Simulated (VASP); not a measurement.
# Mn2ZnAs2 (P-3m1) in VASP: reference runs

How does Mn2ZnAs2 come out in PBE? The cell is run as given and disturbed.

Program: VASP 6.6.1. These are calculated values, not measurements. Logs are shortened: lines on timing, memory, paths and dates and some standing lists are left out, and cuts for length are marked.

**1. The structure**

Symmetry: P-3m1, No. 164, trigonal system. The conventional cell has a = 4.099 Å, b = 4.099 Å, c = 6.572 Å, α = 90.00°, β = 90.00°, γ = 120.00°. Around As (site symmetry 3m) lie 4 Mn at 2.53 to 2.62 Å and 3 Zn at 2.82 Å. Zn (site symmetry -3m) has 6 As at 2.82 Å as nearest neighbours. Mn (site symmetry 3m) has 4 As at 2.53 to 2.62 Å as nearest neighbours.

**2. Single point, PBE, collinear spin, ferromagnetic start**

INCAR

```
SYSTEM = Mn2ZnAs2
PREC = Accurate ; ENCUT = 520
EDIFF = 1E-7 ; ISMEAR = -1
SIGMA = 0.05 ; LREAL = .FALSE.
LASPH = .TRUE. ; NELM = 120
ALGO = Normal ; ISIF = 2
LWAVE = .FALSE. ; LCHARG = .FALSE.
ISPIN = 2 ; MAGMOM = 0 0 0 4 4
LORBIT = 11 ; LMAXMIX = 4
GGA = PE ; NBANDS = 36
```

KPOINTS

```
Automatic mesh
0
G
  8 8 4
  0 0 0
```

POSCAR

```
Mn2ZnAs2
1.0
    4.0990000000      0.0000000000      0.0000000000
   -2.0495000000      3.5498381301      0.0000000000
    0.0000000000      0.0000000000      6.5720000000
As Zn Mn
2 1 2
Direct
    0.6666666667      0.3333333333      0.2320700000
    0.3333333333      0.6666666667      0.7679300000
    0.0000000000      0.0000000000      0.0000000000
    0.6666666667      0.3333333333      0.6305600000
    0.3333333333      0.6666666667      0.3694400000
```

Potentials or basis: VASP PAW PBE potentials, release 64 (As, Zn, Mn_pv).

Started as:

```sh
$ cat potpaw_PBE.64/As/POTCAR potpaw_PBE.64/Zn/POTCAR potpaw_PBE.64/Mn_pv/POTCAR > POTCAR
$ mpirun -np 1 vasp_std > vasp.out
```

OUTCAR:

```text
SYSTEM = Mn2ZnAs2
   PREC = Accurate
   ENCUT = 520
   EDIFF = 1E-7
   ISMEAR = -1
   LREAL = .FALSE.
   LASPH = .TRUE.
   NELM = 120
   ISIF = 2
   ISPIN = 2
   LORBIT = 11
   GGA = PE

 ion  position               nearest neighbor table
   1  0.667  0.333  0.232-   5 2.53   5 2.53   5 2.53   4 2.62   3 2.82   3 2.82   3 2.82
   2  0.333  0.667  0.768-   4 2.53   4 2.53   4 2.53   5 2.62   3 2.82   3 2.82   3 2.82
   3  0.000  0.000  0.000-   1 2.82   2 2.82   2 2.82   1 2.82   1 2.82   2 2.82
   4  0.667  0.333  0.631-   2 2.53   2 2.53   2 2.53   1 2.62   5 2.92   5 2.92   5 2.92
   5  0.333  0.667  0.369-   1 2.53   1 2.53   1 2.53   2 2.62   4 2.92   4 2.92   4 2.92

  LATTYP: Found a hexagonal cell.
 ALAT       =     4.0990000000
 C/A-ratio  =     1.6033178824

  Lattice vectors:

 A1 = (   4.0990000000,   0.0000000000,   0.0000000000)
 A2 = (  -2.0495000000,   3.5498381301,   0.0000000000)
 A3 = (   0.0000000000,   0.0000000000,   6.5720000000)

Analysis of symmetry for initial positions (statically):
=====================================================================
 Subroutine PRICEL returns:
 Original cell was already a primitive cell.

 Routine SETGRP: Setting up the symmetry group for a
 hexagonal supercell.

 Subroutine GETGRP returns: Found 12 space group operations
 (whereof 12 operations were pure point group operations)
 out of a pool of 24 trial point group operations.

The static configuration has the point symmetry D_3d.

Analysis of symmetry for dynamics (positions and initial velocities):
=====================================================================
 Subroutine PRICEL returns:
 Original cell was already a primitive cell.

 Routine SETGRP: Setting up the symmetry group for a
 hexagonal supercell.

 Subroutine GETGRP returns: Found 12 space group operations
 (whereof 12 operations were pure point group operations)
 out of a pool of 24 trial point group operations.

The dynamic configuration has the point symmetry D_3d.

Analysis of structural, dynamic, and magnetic symmetry:
=====================================================================
 Subroutine PRICEL returns:
 Original cell was already a primitive cell.

 Routine SETGRP: Setting up the symmetry group for a
 hexagonal supercell.

 Subroutine GETGRP returns: Found 12 space group operations
 (whereof 12 operations were pure point group operations)
 out of a pool of 24 trial point group operations.

The overall configuration has the point symmetry D_3d.

 Subroutine INISYM returns: Found 12 space group operations
 (whereof 12 operations are pure point group operations),
 and found     1 'primitive' translations

----------------------------------------------------------------------------------------

                                     Primitive cell

  volume of cell :      95.6278

  direct lattice vectors                    reciprocal lattice vectors
     4.099000000  0.000000000  0.000000000     0.243961942  0.140851493  0.000000000
    -2.049500000  3.549838130  0.000000000     0.000000000  0.281702986  0.000000000
     0.000000000  0.000000000  6.572000000     0.000000000  0.000000000  0.152160682

  length of vectors
     4.099000000  4.099000000  6.572000000     0.281702986  0.281702986  0.152160682

  position of ions in fractional coordinates (direct lattice)
     0.666666667  0.333333333  0.232070000
     0.333333333  0.666666667  0.767930000
     0.000000000  0.000000000  0.000000000
     0.666666667  0.333333333  0.630560000
     0.333333333  0.666666667  0.369440000

  ion indices of the primitive-cell ions
   primitive index   ion index
                 1           1
                 2           2
                 3           3
                 4           4
                 5           5

----------------------------------------------------------------------------------------

 KPOINTS: Automatic mesh

Automatic generation of k-mesh.
 Grid dimensions read from file:
 generate k-points for:    8    8    4

 Generating k-lattice:

  Cartesian coordinates                     Fractional coordinates (reciprocal lattice)
     0.030495243  0.017606437  0.000000000     0.125000000 -0.000000000  0.000000000
     0.000000000  0.035212873  0.000000000     0.000000000  0.125000000  0.000000000
     0.000000000  0.000000000  0.038040170     0.000000000  0.000000000  0.250000000

  Length of vectors
     0.035212873  0.035212873  0.038040170

  Shift w.r.t. Gamma in fractional coordinates (k-lattice)
     0.000000000  0.000000000  0.000000000

 Subroutine IBZKPT returns following result:
 ===========================================

 Found     35 irreducible k-points:

 Following reciprocal coordinates:
            Coordinates               Weight
  0.000000  0.000000  0.000000      1.000000
  0.125000  0.000000  0.000000      6.000000
  0.250000  0.000000  0.000000      6.000000
  0.375000  0.000000  0.000000      6.000000
  0.500000  0.000000  0.000000      3.000000
  0.125000  0.125000  0.000000      6.000000
[... 16 lines left out ...]
 -0.125000  0.500000  0.250000     12.000000
  0.250000  0.250000  0.250000     12.000000
 [... further k-points ...]
   k-points           NKPTS =     35   k-points in BZ     NKDIM =     35   number of bands    NBANDS=     36
   number of dos      NEDOS =    301   number of ions     NIONS =      5
   total plane-waves  NPLWV =  45000
   dimension x,y,z NGX =    30 NGY =   30 NGZ =   50
   dimension x,y,z NGXF=    60 NGYF=   60 NGZF=  100
   ions per type =               2   1   2
   NGX,Y,Z   is equivalent  to a cutoff of  12.17, 12.17, 12.65 a.u.
   NGXF,Y,Z  is equivalent  to a cutoff of  24.33, 24.33, 25.30 a.u.
 SYSTEM =  Mn2ZnAs2
   PREC   = accura    normal or accurate (medium, high low for compatibility)
   ISTART =      0    job   : 0-new  1-cont  2-samecut
   ICHARG =      2    charge: 1-file 2-atom 10-const
   ISPIN  =      2    spin polarized calculation?
   LNONCOLLINEAR =      F non collinear calculations
   LSORBIT =      F    spin-orbit coupling
   LASPH  =      T    aspherical Exc in radial PAW
   ENCUT  =  520.0 eV  38.22 Ry    6.18 a.u.   7.62  7.62 12.22*2*pi/ulx,y,z
   NELM   =    120;   NELMIN=  2; NELMDL= -5     # of ELM steps
   EDIFF  = 0.1E-06   stopping-criterion for ELM
   LREAL  =      F    real-space projection
   EDIFFG = 0.1E-05   stopping-criterion for IOM
   NSW    =      0    number of steps for IOM
   IBRION =     -1    ionic relax: 0-MD 1-quasi-New 2-CG
   NFREE  =      0    steps in history (QN), initial steepest desc. (CG)
   ISIF   =      2    stress and relaxation
   ISYM   =      2    0-nonsym 1-usesym 2-fastsym
   POTIM  = 0.5000    time-step for ionic-motion
   TEBEG  =    0.0;   TEEND  =   0.0 temperature during run
   PSTRESS=    0.0 pullay stress
   NELECT =      48.0000    total number of electrons
   NUPDOWN=      -1.0000    fix difference up-down
   EMIN   =  10.00;   EMAX   =-10.00  energy-range for DOS
   EFERMI =   0.00;   METHOD = LEGACY
   ISMEAR =    -1;   SIGMA  =   0.05  broadening in eV -4-tet -1-fermi 0-gaus
   EFERMI_NEDOS =   21; number of points for ismear=-14 and -15
   IALGO  =     38    algorithm
   IMIX   =      4    mixing-type and parameters
     AMIX     =   0.40;   BMIX     =  1.00
     AMIX_MAG =   1.60;   BMIX_MAG =  1.00
  volume/ion in A,a.u.               =      19.13       129.07
  Fermi-wavevector in a.u.,A,eV,Ry     =   1.301050  2.458628 23.030996  1.692730
  Thomas-Fermi vector in A             =   2.432209
   LORBIT       =     11    0 simple, 1 ext, 2 COOP (PROOUT), +10 PAW based schemes
   GGA     = PE    functional components
   LHFCALC =     F    Hartree Fock is set to
   AEXX    =    0.0000 exact exchange contribution
   IVDW    =     0    specifies the selected vdW correction
   LEPSILON=     F    determine dielectric tensor
   LRPA    =     F    only Hartree local field effects (RPA)
 spin polarized calculation
  energy-cutoff  :      520.00
  volume of cell :       95.63
 maximum number of plane-waves:      2601
   NGX = 15   NGY = 15   NGZ = 25

 number of electron      48.0000016 magnetization       7.4563000

 Free energy of the ion-electron system (eV)
  ---------------------------------------------------
  ext. energy  EPLUGINS =         0.00000000
  ---------------------------------------------------
  free energy    TOTEN  =       -27.78916144 eV

  energy without entropy =      -27.73830245  energy(sigma->0) =      -27.76373194

 E-fermi :   4.8665     XC(G=0): -10.4837

 val. band max:        4.8641987436   @ k =   0.1250   0.0000   0.5000
 cond. band min:       4.8670891206   @ k =   0.2500   0.1250   0.5000
 fundamental gap:      0.0028903770
 Fermi energy:         4.8665152688

 spin component 1

 k-point     1 :       0.0000    0.0000    0.0000
  band No.  band energies     occupation
      1     -45.0619      1.00000
      2     -45.0619      1.00000
      3     -45.0340      1.00000
      4     -45.0340      1.00000
      5     -44.9543      1.00000
      6     -44.9256      1.00000
[... 28 lines left out ...]
     35      11.0320      0.00000
     36      11.0320      0.00000

 k-point     2 :       0.1250    0.0000    0.0000
  band No.  band energies     occupation
      1     -45.0625      1.00000
      2     -45.0618      1.00000
      3     -45.0356      1.00000
      4     -45.0336      1.00000
      5     -44.9527      1.00000
      6     -44.9262      1.00000
[... 28 lines left out ...]
     35      10.9130      0.00000
     36      11.1735      0.00000
[... 817 lines left out ...]
     35      12.1624      0.00000
     36      12.7892      0.00000

 k-point    24 :       0.2500    0.2500    0.2500
  band No.  band energies     occupation
      1     -45.0666      1.00000
      2     -45.0576      1.00000
      3     -45.0472      1.00000
      4     -45.0310      1.00000
      5     -44.9412      1.00000
      6     -44.9322      1.00000
[... 28 lines left out ...]
     35      11.2097      0.00000
     36      12.0766      0.00000

 [... further k-points ...]

 spin component 2

 k-point     1 :       0.0000    0.0000    0.0000
  band No.  band energies     occupation
      1     -41.3081      1.00000
      2     -41.2765      1.00000
      3     -41.2765      1.00000
      4     -41.2747      1.00000
      5     -41.2436      1.00000
      6     -41.2436      1.00000
[... 28 lines left out ...]
     35      11.6689      0.00000
     36      11.6690      0.00000

 k-point     2 :       0.1250    0.0000    0.0000
  band No.  band energies     occupation
      1     -41.3081      1.00000
      2     -41.2844      1.00000
      3     -41.2772      1.00000
      4     -41.2674      1.00000
      5     -41.2437      1.00000
      6     -41.2431      1.00000
[... 28 lines left out ...]
     35      11.3264      0.00000
     36      11.8420      0.00000
[... 817 lines left out ...]
     35      12.7373      0.00000
     36      13.3477      0.00000

 k-point    24 :       0.2500    0.2500    0.2500
  band No.  band energies     occupation
      1     -41.3063      1.00000
      2     -41.3008      1.00000
      3     -41.2823      1.00000
      4     -41.2534      1.00000
      5     -41.2461      1.00000
      6     -41.2401      1.00000
[... 28 lines left out ...]
     35      11.7529      0.00000
     36      12.7584      0.00000

 [... further k-points ...]

------------------------ aborting loop because EDIFF is reached ----------------------------------------

  FORCE on cell =-STRESS in cart. coord.  units (eV):
  Direction    XX          YY          ZZ          XY          YZ          ZX
  --------------------------------------------------------------------------------------
  -------------------------------------------------------------------------------------
  Total       -1.4819211     -1.4819211     -2.3848550      0.0000000      0.0000000      0.0000000
  in kB      -24.8285669    -24.8285669    -39.9566009      0.0000000      0.0000000      0.0000000
  external PRESSURE =     -29.8712449 kB  Pullay stress =       0.0000000 kB

 VOLUME and BASIS-vectors are now :
 -----------------------------------------------------------------------------
  energy-cutoff  :      520.00
  volume of cell :       95.63
      direct lattice vectors                 reciprocal lattice vectors
     4.099000000  0.000000000  0.000000000     0.243961942  0.140851493  0.000000000
    -2.049500000  3.549838130  0.000000000     0.000000000  0.281702986  0.000000000
     0.000000000  0.000000000  6.572000000     0.000000000  0.000000000  0.152160682

 POSITION                                       TOTAL-FORCE (eV/Angst)
 -----------------------------------------------------------------------------------
      2.04950      1.18328      1.52516        -0.000000     -0.000000      0.473860
     -0.00000      2.36656      5.04684         0.000000      0.000000     -0.473860
      0.00000      0.00000      0.00000         0.000000      0.000000      0.000000
      2.04950      1.18328      4.14404        -0.000000     -0.000000     -0.266966
     -0.00000      2.36656      2.42796        -0.000000      0.000000      0.266966
 -----------------------------------------------------------------------------------
    total drift:                               -0.000000      0.000000      0.000000

  FREE ENERGIE OF THE ION-ELECTRON SYSTEM (eV)
  ---------------------------------------------------
  free  energy   TOTEN  =       -27.7891614356 eV

  energy  without entropy=      -27.7383024528  energy(sigma->0) =      -27.76373194

 total charge

# of ion       s       p       d       tot
------------------------------------------
    1        1.231   1.509   0.042   2.782
    2        1.231   1.509   0.042   2.782
    3        0.552   0.285   9.760  10.597
    4        0.283   6.202   5.014  11.498
    5        0.283   6.202   5.014  11.498
--------------------------------------------------
tot          3.580  15.705  19.872  39.158

 magnetization (x)

# of ion       s       p       d       tot
------------------------------------------
    1        0.012  -0.099   0.011  -0.076
    2        0.012  -0.099   0.011  -0.076
    3        0.043   0.005   0.003   0.051
    4        0.040   0.030   3.485   3.555
    5        0.040   0.030   3.485   3.555
--------------------------------------------------
tot          0.147  -0.133   6.994   7.008
```

It took 3.2 min on 1 thread of Intel Xeon Platinum 8488C (Sapphire Rapids), shared host; peak memory 0.37 GiB.

Results:

| Quantity | Value |
| --- | --- |
| Free energy | -27.7892 eV |
| Pressure | -3.0 GPa |
| Largest force | 0.474 eV/Å |
| Band gap on the k mesh | none (metal or under the smearing width) |
| Net moment | 7.46 μB per cell |
| Site moments | As -0.08; Zn +0.05; Mn +3.56 μB |
| Valence electrons inside the program's atomic spheres | As 2.78; Zn 10.60; Mn 11.50 |

Forces in eV/Å, atoms in the order of the input:
```
As   0.000  0.000  0.474
As   0.000  0.000 -0.474
Zn   0.000  0.000  0.000
Mn   0.000  0.000 -0.267
Mn   0.000  0.000  0.267
```

Levels at points of the mesh, in eV from the Fermi level:
Spin up:
```
           k point  band 24  band 25  band 26  band 27  band 28  band 29  band 30  band 31  band 32  band 33
(0.00, 0.00, 0.00)    -1.93     0.41     0.75     0.75     1.10     1.10     1.12     2.41     4.58     4.58
(0.50, 0.00, 0.00)    -1.94    -1.80    -1.64    -1.12    -1.12     0.72     0.96     2.80     4.46     4.47
(0.00, 0.00, 0.50)    -1.90    -0.74     0.80     0.80     1.27     1.27     2.06     2.35     3.61     3.61
(0.50, 0.00, 0.50)    -2.02    -1.95    -1.10    -1.02    -0.11     0.09     0.53     2.88     3.69     4.42
```
Spin down:
| k point | band 18 | band 19 | band 20 | band 21 | band 22 | band 23 |
| --- | --- | --- | --- | --- | --- | --- |
| (0.00, 0.00, 0.00) | -1.98 | -1.90 | 0.09 | 0.09 | 0.66 | 1.16 |
| (0.50, 0.00, 0.00) | -2.61 | -1.87 | -0.31 | -0.08 | 0.36 | 0.97 |
| (0.00, 0.00, 0.50) | -2.06 | -2.06 | 0.19 | 0.19 | 1.28 | 1.31 |
| (0.50, 0.00, 0.50) | -1.72 | -1.71 | -0.41 | -0.24 | 0.02 | 0.53 |

Caveat: only a ferromagnetic start was run, and an antiferromagnetic order may lie lower in energy.

**3. Single point, PBE, collinear spin, ferromagnetic start (atoms moved at random, drawn with an rms of 0.05 Å)**

INCAR

```
PREC = Accurate
ENCUT = 520
EDIFF = 1E-7
ISMEAR = -1
SIGMA = 0.05
LREAL = F
LASPH = T
NELM = 150
ALGO = Normal
ISIF = 2
LWAVE = F
LCHARG = T
ISPIN = 2
MAGMOM = 0 0 0 4 4
LORBIT = 11
LMAXMIX = 4
GGA = PE
LELF = T
LVHAR = T
NBANDS = 36
```

KPOINTS

```
Automatic mesh
0
Gamma
  8 8 4
```

POSCAR

```
Mn2ZnAs2
1.0
    4.0990000000      0.0000000000      0.0000000000
   -2.0495000000      3.5498381301      0.0000000000
    0.0000000000      0.0000000000      6.5720000000
As Zn Mn
2 1 2
Direct
    0.6729000000      0.3527180000      0.2293650000
    0.3330530000      0.6811760000      0.7665980000
    0.0007630000      0.0083550000      0.0044970000
    0.6573230000      0.3162200000      0.6305450000
    0.3314960000      0.6664860000      0.3724570000
```

Potentials or basis: VASP PAW PBE potentials, release 64 (As, Zn, Mn_pv).

Started as:

```sh
$ cat potpaw_PBE.64/As/POTCAR potpaw_PBE.64/Zn/POTCAR potpaw_PBE.64/Mn_pv/POTCAR > POTCAR
$ mpirun -np 1 vasp_std > vasp.out
```

Run time: 13 min. Hardware: 1 thread of Intel Xeon Platinum 8488C (Sapphire Rapids), shared host; peak memory 0.73 GiB.

Results (log left out):

```yaml
Free_energy: -27.7505 eV
Pressure: -3.0 GPa
Largest_force: 0.649 eV/Å
Band_gap_on_the_k_mesh: none (metal or under the smearing width)
Net_moment: 7.37 μB per cell
Site_moments: As -0.08; Zn +0.05; Mn +3.51, +3.53 μB
Valence_electrons_inside_the_program's_atomic_spheres: As 2.78, 2.79; Zn 10.60; Mn 11.51, 11.50
```

Forces in eV/Å, atoms in the order of the input:
```
As   0.042 -0.324  0.561
As   0.074 -0.503 -0.393
Zn  -0.008  0.040 -0.022
Mn  -0.049  0.455 -0.333
Mn  -0.060  0.332  0.188
```

Stress tensor (GPa, compression positive):
```
-3.09  0.13  0.09
 0.13 -2.04 -0.09
 0.09 -0.09 -3.96
```

Levels at points of the mesh, in eV from the Fermi level:
Spin up:
```tsv
k point	band 24	band 25	band 26	band 27	band 28	band 29	band 30	band 31	band 32	band 33
(0.00, 0.00, 0.00)	-1.81	0.42	0.73	0.78	1.09	1.12	1.13	2.45	4.55	4.67
(0.50, 0.00, 0.00)	-1.89	-1.75	-1.60	-1.16	-1.07	0.72	1.00	2.81	4.34	4.64
(0.00, 0.50, 0.00)	-1.94	-1.79	-1.66	-1.10	-0.99	0.73	0.96	2.82	4.44	4.50
(0.50, 0.50, 0.00)	-1.88	-1.74	-1.58	-1.17	-1.05	0.72	1.03	2.80	4.36	4.60
(0.00, 0.00, 0.50)	-1.80	-0.72	0.76	0.83	1.24	1.26	2.10	2.37	3.64	3.66
(0.50, 0.00, 0.50)	-1.97	-1.89	-1.11	-0.98	-0.10	0.13	0.53	2.86	3.71	4.42
(0.00, 0.50, 0.50)	-2.00	-1.94	-1.04	-1.00	-0.13	0.04	0.61	2.91	3.70	4.53
(0.50, 0.50, 0.50)	-1.97	-1.87	-1.13	-0.97	-0.07	0.15	0.55	2.87	3.69	4.43
```
Spin down:
```csv
k point,band 17,band 18,band 19,band 20,band 21,band 22,band 23,band 24
"(0.00, 0.00, 0.00)",-1.97,-1.93,-1.91,0.01,0.17,0.65,1.17,1.18
"(0.50, 0.00, 0.00)",-2.78,-2.56,-1.87,-0.31,-0.11,0.38,0.99,1.05
"(0.00, 0.50, 0.00)",-2.70,-2.58,-1.81,-0.33,-0.02,0.36,0.94,0.97
"(0.50, 0.50, 0.00)",-2.77,-2.55,-1.90,-0.33,-0.13,0.39,0.99,1.06
"(0.00, 0.00, 0.50)",-2.21,-2.03,-2.01,0.09,0.27,1.28,1.31,1.35
"(0.50, 0.00, 0.50)",-2.83,-1.71,-1.67,-0.40,-0.25,0.00,0.54,0.99
"(0.00, 0.50, 0.50)",-2.79,-1.74,-1.67,-0.43,-0.29,0.08,0.54,1.02
"(0.50, 0.50, 0.50)",-2.84,-1.73,-1.70,-0.39,-0.20,-0.02,0.55,1.02
```

Caveat: only a ferromagnetic start was run, and an antiferromagnetic order may lie lower in energy.
